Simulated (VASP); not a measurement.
VASP input:

POSCAR:
```
Bi2TeSe2
1.0
  2.1384970596   1.2346620950  10.5584985560
 -2.1384970596   1.2346620950  10.5584985560
  0.0000000000  -2.4693241902  10.5584985560
Bi Te Se
2 1 2
Cartesian
  0.0000000000  -0.0000000001  12.6889889378
  0.0000000000  -0.0000000001  18.9865067302
  0.0000000000   0.0000000000   0.0000000000
  0.0000000000  -0.0000000002  24.7643940536
  0.0000000000  -0.0000000000   6.9111016144
```

**KPOINTS**
```
Automatic mesh
0
Gamma
4 4 4
0 0 0
```

INCAR:
```
SYSTEM = Bi2TeSe2
PREC = Accurate; ENCUT = 400; LREAL = .FALSE.
LASPH = .TRUE.
EDIFF = 1E-6; NELM = 100; ALGO = Normal
LMAXMIX = 4
ISMEAR = 0; SIGMA = 0.05
GGA = PE
LWAVE = .TRUE.; LCHARG = .FALSE.
```

POTCAR, in this order: Bi_d Te Se (PBE.64 set). Program: vasp_std.

Task: Translate this PBE calculation to Quantum ESPRESSO's pw.x.

Result: One equivalent input (not run):
```
&CONTROL
  calculation = 'scf'
  pseudo_dir = './pseudo'
  outdir = './out'
  tprnfor = .true.
  tstress = .true.
/
&SYSTEM
  ibrav = 0
  nat = 5
  ntyp = 3
  ecutwfc = 86
  occupations = 'smearing'
  smearing = 'gaussian'
  degauss = 0.003675
  input_dft = 'pbe'
/
&ELECTRONS
  conv_thr = 7.3e-08
  electron_maxstep = 100
/
ATOMIC_SPECIES
  Bi 208.980 Bi.upf
  Te 127.600 Te.upf
  Se 78.971 Se.upf
CELL_PARAMETERS angstrom
     2.1384971    1.2346621   10.5584986
    -2.1384971    1.2346621   10.5584986
     0.0000000   -2.4693242   10.5584986
ATOMIC_POSITIONS crystal
  Bi   0.4005932  0.4005932  0.4005932
  Bi   0.5994068  0.5994068  0.5994068
  Te   0.0000000  0.0000000  0.0000000
  Se   0.7818155  0.7818155  0.7818155
  Se   0.2181845  0.2181845  0.2181845
K_POINTS automatic
  4 4 4 0 0 0
```
What does not carry over: the potentials are each code's own (VASP's PAW set, PseudoDojo norm-conserving files in pw.x), so ENCUT and ecutwfc are chosen apart and not converted; conv_thr bounds pw.x's estimated SCF error, while EDIFF bounds the energy change between steps.

The structure comes from a computed database's Bi2TeSe2 entry (R-3m); how it stands against other phases isn't given here. It was relaxed first. The k-mesh is coarse (spacing up to 0.43 per Å, 2π included), so the numbers may not be converged in it.
